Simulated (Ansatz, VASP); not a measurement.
# SiC (SiC, zinc blende or diamond type, a = 4.38 A) in two plane-wave programs

Wanted: the spread between two codes on one cell, functional and k mesh. The cell is taken from a series of runs on this material, whose earlier steps may have relaxed, scaled, displaced or heated it; both programs get it as it stands.

Method: plane waves, with VASP 6.6.1 beside it; single point at PBE, in Ansatz 0.2.0.

## (1) Starting point

Symmetry: F-43m, No. 216, cubic system. The conventional cell has a = 4.380 Å, b = 4.380 Å, c = 4.380 Å, α = 90.00°, β = 90.00°, γ = 90.00°. Si has 4 C at 1.90 Å nearest. Nearest to C lie 4 Si at 1.90 Å. Farther neighbours are not listed.

Coordinates:

```
Si C
1.0
     3.09713    0.00000    0.00000
     0.00000    3.09713    0.00000
     0.00000    0.00000    4.38000
Si C
2 2
Direct
  0.00000 0.00000 0.00000
  0.50000 0.50000 0.50000
  0.50000 0.00000 0.25000
  0.00000 0.50000 0.75000
```

## (2) VASP: single point, PBE

With cell and atoms fixed, the geometry can't cause a difference; cores, projectors, grids and the points listed under the comparison can.

Lines of VASP's logs that name or quote its potential files are left out, and so is its time.

INCAR

```
SYSTEM = SiC
PREC = Accurate
ENCUT = 520
EDIFF = 1E-06
NELM = 120
ISMEAR = 0
SIGMA = 0.01
LREAL = .FALSE.
ALGO = Normal
GGA = PE
NBANDS = 14
LORBIT = 11
LWAVE = .FALSE.
LCHARG = .FALSE.
ISIF = 2
LASPH = .TRUE.
GGA_COMPAT = .FALSE.
EFERMI = MIDGAP
```

POSCAR

```
SiC
1.0
    3.0971277016      0.0000000000      0.0000000000
    0.0000000000      3.0971277016      0.0000000000
    0.0000000000      0.0000000000      4.3800000000
Si C
2 2
Direct
    0.0000000000      0.0000000000      0.0000000000
    0.5000000000      0.5000000000      0.5000000000
    0.5000000000      0.0000000000      0.2500000000
    0.0000000000      0.5000000000      0.7500000000
```

KPOINTS

```
Automatic mesh
0
Gamma
8 8 6
0 0 0
```

PAW data sets: Si and C (PBE family, release 64).

Run with:

```
$ mpirun -np 1 vasp_std
```

Numbers of over 12 decimals in the logs are rounded to 6 here.

What it wrote:

```text
[banner, memory and clock lines left out]
running    1 mpi-ranks, on    1 nodes
 distrk:  each k-point on    1 cores,    1 groups
 distr:  one band on    1 cores,    1 groups

 POSCAR found type information on POSCAR SiC
 POSCAR found :  2 types and       4 ions
 LDA part: xc-table for (Slater+PW92), standard interpolation
 POSCAR, INCAR and KPOINTS ok, starting setup
 FFT: planning ... GRIDC
 FFT: planning ... GRID_SOFT
 FFT: planning ... GRID
 WAVECAR not read
 entering main loop
       N       E                     dE             d eps       ncg     rms          rms(c)
DAV:   1     0.294357104332E+02    0.29436E+02   -0.72207E+03  1680   0.993E+02
DAV:   2    -0.307254146743E+02   -0.60161E+02   -0.54157E+02  2242   0.170E+02
DAV:   3    -0.337181146746E+02   -0.29927E+01   -0.29755E+01  2286   0.360E+01
DAV:   4    -0.337477043811E+02   -0.29590E-01   -0.29582E-01  1920   0.420E+00
DAV:   5    -0.337481210645E+02   -0.41668E-03   -0.41651E-03  2280   0.462E-01    0.122E+01
DAV:   6    -0.302046355863E+02    0.35435E+01   -0.86964E+00  2112   0.177E+01    0.549E+00
DAV:   7    -0.301377983416E+02    0.66837E-01   -0.99672E-01  2202   0.611E+00    0.245E+00
DAV:   8    -0.301221729405E+02    0.15625E-01   -0.49471E-02  1908   0.151E+00    0.552E-01
DAV:   9    -0.301209027880E+02    0.12702E-02   -0.73862E-03  2172   0.595E-01    0.128E-01
DAV:  10    -0.301211485855E+02   -0.24580E-03   -0.84566E-04  2076   0.188E-01    0.589E-02
DAV:  11    -0.301211670133E+02   -0.18428E-04   -0.11120E-04  2100   0.776E-02    0.142E-02
DAV:  12    -0.301211684225E+02   -0.14092E-05   -0.52641E-06  1986   0.166E-02    0.396E-03
DAV:  13    -0.301211688160E+02   -0.39355E-06   -0.15978E-07  1296   0.303E-03
   1 F= -.30121169E+02 E0= -.30121169E+02  d E =0.000000E+00
```

OUTCAR, selected parts (step 2):

```text
ion  position               nearest neighbor table
   1  0.000  0.000  0.000-   3 1.90   4 1.90   4 1.90   3 1.90   2 3.10   2 3.10   2 3.10   2 3.10
                             2 3.10   2 3.10   2 3.10   2 3.10
   2  0.500  0.500  0.500-   3 1.90   4 1.90   3 1.90   4 1.90   1 3.10   1 3.10   1 3.10   1 3.10
                             1 3.10   1 3.10   1 3.10   1 3.10
   3  0.500  0.000  0.250-   1 1.90   2 1.90   2 1.90   1 1.90
   4  0.000  0.500  0.750-   1 1.90   2 1.90   1 1.90   2 1.90

  LATTYP: Found a simple tetragonal cell.
 ALAT       =     3.0971277016
 C/A-ratio  =     1.4142135624

 Subroutine GETGRP returns: Found  8 space group operations
 (whereof  8 operations were pure point group operations)

The static configuration has the point symmetry D_2d.

 Found     60 irreducible k-points:

   k-points           NKPTS =     60   k-points in BZ     NKDIM =     60   number of bands    NBANDS=     14

   dimension x,y,z NGX =    24 NGY =   24 NGZ =   36
   dimension x,y,z NGXF=    48 NGYF=   48 NGZF=   72

   ENCUT  =  520.0 eV  38.22 Ry    6.18 a.u.   5.76  5.76  8.14*2*pi/ulx,y,z

   NELECT =      16.0000    total number of electrons

 k-points in reciprocal lattice and weights: Automatic mesh
   0.00000000  0.00000000  0.00000000       0.003
   0.12500000  0.00000000  0.00000000       0.010
   0.25000000  0.00000000  0.00000000       0.010
   0.37500000  0.00000000  0.00000000       0.010
   0.50000000  0.00000000  0.00000000       0.005
   0.12500000  0.12500000  0.00000000       0.010
   0.25000000  0.12500000  0.00000000       0.021
   0.37500000  0.12500000  0.00000000       0.021
   0.50000000  0.12500000  0.00000000       0.010
[...]
0.50000000  0.37500000  0.50000000       0.010
   0.50000000  0.50000000  0.50000000       0.003

 average (electrostatic) potential at core
       1 -80.5810       2 -80.5810       3 -44.9964       4 -44.9964

 E-fermi :   8.6239

 k-point     1 :       0.0000    0.0000    0.0000
  band No.  band energies     occupation
    ...
      4       4.7828      2.00000
      5       4.7828      2.00000
      6       7.9385      2.00000
      7       7.9385      2.00000
      8       7.9385      2.00000
      9       9.3092      0.00000
     10      12.2082      0.00000
     11      13.9956      0.00000
     12      15.1415      0.00000
     13      15.1415      0.00000
    ...

 k-point     2 :       0.1250    0.0000    0.0000
  band No.  band energies     occupation
    ...
      4       3.7640      2.00000
      5       4.9337      2.00000
      6       7.0285      2.00000
      7       7.5356      2.00000
      8       7.9149      2.00000
      9      10.0386      0.00000
     10      13.1796      0.00000
     11      14.4012      0.00000
     12      15.0783      0.00000
     13      15.2667      0.00000
    ...

 k-point     3 :       0.2500    0.0000    0.0000
  band No.  band energies     occupation
    ...
      4       2.4716      2.00000
      5       5.2535      2.00000
      6       5.3674      2.00000
      7       6.4563      2.00000
      8       7.7792      2.00000
      9      11.0332      0.00000
     10      14.9098      0.00000
     11      15.0833      0.00000
     12      15.6008      0.00000
     13      15.6182      0.00000
    ...

  Total       -0.0205929     -0.0205929     -0.0274848      0.0000000     -0.0000000      0.0000000
  in kB       -0.7853003     -0.7853003     -1.0481206      0.0000000     -0.0000000      0.0000000
  external PRESSURE =      -0.8729071 kB  Pullay stress =       0.0000000 kB

  energy-cutoff  :      520.00
  volume of cell :       42.01
      direct lattice vectors                 reciprocal lattice vectors
     3.097127702  0.000000000  0.000000000     0.322879809  0.000000000  0.000000000
     0.000000000  3.097127702  0.000000000     0.000000000  0.322879809  0.000000000
     0.000000000  0.000000000  4.380000000     0.000000000  0.000000000  0.228310502

 POSITION                                       TOTAL-FORCE (eV/Angst)
 -----------------------------------------------------------------------------------
      0.00000      0.00000      0.00000         0.000000      0.000000     -0.000000
      1.54856      1.54856      2.19000         0.000000      0.000000      0.000000
      1.54856      0.00000      1.09500        -0.000000     -0.000000     -0.000000
      0.00000      1.54856      3.28500        -0.000000     -0.000000     -0.000000
 -----------------------------------------------------------------------------------
    total drift:                                0.000000      0.000000     -0.000000

  FREE ENERGIE OF THE ION-ELECTRON SYSTEM (eV)
  ---------------------------------------------------
  free  energy   TOTEN  =       -30.1211688160 eV

  energy  without entropy=      -30.1211688160  energy(sigma->0) =      -30.12116882

 total charge
# of ion       s       p       d       tot
------------------------------------------
    1        0.706   0.961   0.000   1.667
    2        0.706   0.961   0.000   1.667
    3        0.836   1.695   0.000   2.530
    4        0.836   1.695   0.000   2.530
--------------------------------------------------
tot          3.084   5.311   0.000   8.395

[... 3 further parts left out ...]
```

The run ends at a pressure of -0.09 GPa.

## (3) Ansatz: single point, PBE

Ansatz runs on its default PAW (the set named soft_2) files.

The same cell, functional and mesh now go to Ansatz, which takes its cutoff from its data sets.

input.yaml

```yaml
crystal:
  lattice:
    - [3.0971277016, 0.0, 0.0]
    - [0.0, 3.0971277016, 0.0]
    - [0.0, 0.0, 4.38]
  atoms:
    - { symbol: Si, position: [0.0, 0.0, 0.0] }
    - { symbol: C, position: [0.5, 0.0, 0.25] }
    - { symbol: Si, position: [0.5, 0.5, 0.5] }
    - { symbol: C, position: [0.0, 0.5, 0.75] }
kpoints:
  mp_grid: { grid: [8, 8, 6] }
hamiltonian:
  xc: pbe
scf:
  occupations: { method: fixed }
  convergence: { dr2_threshold: 1.0e-09 }
output:
  transmission:
    leads: [[0, 0]]
    kpoints: [[0, 0], [0.5, 0], [0.5, 0.5], [0.25, 0]]
    e_range: [-1.92, 4.48]
    de: 0.16
```

Run with:

```
$ ansatz run input.yaml --threads 2 --pin off --max-ram 4096MiB --backend cpu --events-out ev --progress --plain --runs-dir out
```

What it wrote:

```text
Engine: ansatz 0.2.0, aarch64-unknown-linux-gnu
Pseudopotentials: kind: paw
Pseudopotential: Si, paw, valence charge 4, recommended cutoff 420 eV (normal), Si.paw.azcp
Pseudopotential: C, paw, valence charge 4, recommended cutoff 420 eV (normal), C.paw.azcp
Functional definition: PBE
  parameter kappa = 0.804
  parameter beta = 0.066725
  exchange = pbe_x(kappa = kappa, mu = beta*pi^2/3)
  correlation = pbe_c(beta = beta)
Crystal: 4 atoms, lattice volume = 42.014 Å³
Basis set: ecut = 420 eV, 823 PW (Γ)
Bands: 12, of which v1, the nominal top of the filled ones, is band 8 counted from 1 (7 counted from 0)
Symmetry: 16 space group operations
Space group: F-43m (ITA 216), of the structure as read, at distance tolerance 3.5e-5 Å
k-points: 60 of 384 (time reversal used)
Non-local potential: Si, projectors of the file, l = 0: 2, l = 1: 2, l = 2: 2
Non-local potential: C, projectors of the file, l = 0: 2, l = 1: 2, l = 2: 1
PAW form: soft (Blöchl's): semilocal exchange-correlation on the pseudo side does not see the compensation charge
PAW one-centre angular grid: Si, 110 points (default); XC on 64 Gauss nodes
PAW one-centre angular grid: C, 110 points (default); XC on 64 Gauss nodes
Initial density: superposition of atomic densities (neutral atoms: chi_scale 0, normalization atom), corrected by the library's trained network
Initial wavefunctions: pseudopotential atomic-orbital guess
Functional: x = pbe(κ = 0.804, μ = 0.219515), c = pbe(β = 0.066725)
SCF iter   1: F=—  HF=-1774.319721 eV  |F-HF|=—  |Δ(HF+E_count)|=         —  Δρ=2.33e-3  dr2=2.41e-3  ethr=1.77e-3  ⟨swp⟩=4.2  Hψ=4144  notcnv=0  defer=116
preconditioner: auto → none  [insulator: Δε(μ)=1.348 eV  Ē_g=11.868 eV  n_scr=6 (ndim 8)  ℏωp=22.9 eV  f_vac=0.000  ε∞_Penn≈4.7]
SCF iter   2: F=—  HF=-1774.319737 eV  |F-HF|=—  |Δ(HF+E_count)|=   1.63e-5  Δρ=8.25e-4  dr2=1.78e-4  ethr=1.50e-5  ⟨swp⟩=2.2  Hψ=1763  notcnv=0  defer=120
SCF iter   3: F=—  HF=-1774.319760 eV  |F-HF|=—  |Δ(HF+E_count)|=   2.27e-5  Δρ=3.50e-4  dr2=1.35e-5  ethr=1.11e-6  ⟨swp⟩=2.0  Hψ=1095  notcnv=0  defer=101
SCF iter   4: F=—  HF=-1774.319812 eV  |F-HF|=—  |Δ(HF+E_count)|=   5.24e-5  Δρ=3.87e-5  dr2=3.77e-7  ethr=8.43e-8  ⟨swp⟩=2.0  Hψ=1181  notcnv=0  defer=81
SCF iter   5: F=—  HF=-1774.319817 eV  |F-HF|=—  |Δ(HF+E_count)|=   4.26e-6  Δρ=3.41e-6  dr2=2.17e-9  ethr=2.35e-9  ⟨swp⟩=2.0  Hψ=1192  notcnv=0
SCF iter   6: F=-1774.319817 eV  HF=-1774.319817 eV  |F-HF|=1.29e-10  |Δ(HF+E_count)|=   5.92e-9  Δρ=4.64e-7  dr2=3.92e-11  ethr=6.25e-12  ⟨swp⟩=3.5  Hψ=2579  notcnv=0
SCF 1 converged in 6 iterations: F = -1774.319817 eV  dr2 = 3.92e-11
  greatest PAW one-centre occupation: 0.643 electrons in one spin orbital (limit 2), on the C atom at site 3 (counted from 0), in its partial waves of l = 0
transmission: 6 of 24 steps passed
transmission: 12 of 24 steps passed
transmission: 18 of 24 steps passed
transmission: 24 of 24 steps passed
SCF converged after 6 iterations
Free energy (F): -1774.319817 eV
Harris-Foulkes:  -1774.319817 eV  (|F-HF|=1.29e-10)
Internal energy: -1774.319817 eV  (E = F + TS)
E sigma→0 (E₀):  -1774.319817 eV
Fermi energy:    9.290814 eV
--- Per-component energies (eV) ---
  E_band       = 54.991184
  E_kinetic    = 269.820457
  E_local      = -210.661953  (includes V_loc(G=0)·N_el)
  E_nonlocal   = 103.323102
  E_hartree    = 64.414663
  E_xc         = -210.467753
  E_vxc        = -218.038144  (∫ρ·V_xc dr)
  E_paw        = -1224.041638  (= ΣΔE_a)
  E_vpaw       = -18.281627  (= ΣTr[D̂ρ^β])
  E_aug_tail   = 0.000023  (compensation charges beyond the density's cutoff)
  E_ewald      = -566.706719
  E_smearing   = -0.000000  (= −TS)
  E_closure    = -0.000000  (closes the sum)
  Σ components = -1774.319817   (vs F -1774.319817, Δ=0.00e0)
--- Band table (eV; the first three rows and the last of 60) ---
  k-point 0: bands = [... 4 lower, 6.1340, 9.2908, 9.2908, 9.2908, 10.6636, 13.5636, 15.3284, 16.4961]
  k-point 1: bands = [... 4 lower, 6.2798, 8.7427, 8.9541, 8.9541, 10.9840, 13.7822, 15.7160, 16.1216]
  k-point 2: bands = [... 4 lower, 6.7072, 7.4876, 8.1932, 8.1932, 11.9182, 14.4496, 14.7559, 16.4848]
  k-point 59: bands = [... 4 lower, 4.3719, 4.3719, 4.6639, 4.6639, 14.4777, 14.4777, 18.5815, 18.5815]
--- Transmission ---
  basis      : 89 plane waves across, 6 finite elements along
  points     : 4, as listed
  energies   : 41 from -1.920000 to 4.480000 eV about the Fermi level, 0.160000 eV apart; the leads are filled to 0.686412 eV, and channels, transmission and decay are at 0.640000 eV
  crystal 0  : C2Si2, at the sites [0, 0], period 4.3800 Å: whole cells are its period
    offset         : up to 0.0000 Å between an atom of the period and one for which it stands
    channels       : 0.000000e0 a spin
    conductance    : none, the energies end too early or step too widely for 300 K: set another output.transmission.e_range or a lower de, or, where they end at an eighth of basis.ecutwfc, a higher one
    slowest decay  : 0.1963 /Å at (0.5000, 0.5000)
```

In the SCF lines HF is the Harris–Foulkes energy and dr2 the Hartree energy of the density residual, in eV; the loop may stop once dr2 is under the threshold and the program's other checks hold. Hψ counts applications of the Hamiltonian.

## (4) Side by side

Known differences besides the potentials themselves: fixed occupations in Ansatz, narrow Gaussian smearing in VASP; the cutoff is 420 eV in Ansatz and 520 eV in VASP. Total energies have different zeros and are not compared.

The two programs side by side:

| quantity | Ansatz | VASP | difference |
| --- | --- | --- | --- |
| gap on the k mesh (eV) | 1.373 | 1.371 | +0.002 |

A gap on the mesh is an upper bound, since the band edges may lie between its points.

## (5) Summary of results

```
difference in gap on the k mesh (single point, PBE) : 0.0021 eV
```

**Reading.** The difference in gap on the k mesh is 0.0021 eV (single point, PBE), within the 0.08 eV picked in this series as the mark of a large difference. How closely two codes agree says nothing of how well the functional describes the real material.

[Lines on the potential files, build, host, timing and source positions are cut from VASP's logs without a mark.]

[Logs are printed without paths, hosts, clocks, repeated set-up lines and the standing remarks that a program may print on its own settings, such as how far it seeks lower states.]

[Hosts, paths, dates, database ids (printed as entryN), source tags and the programs' standing remarks are cut or masked in the printed files.]
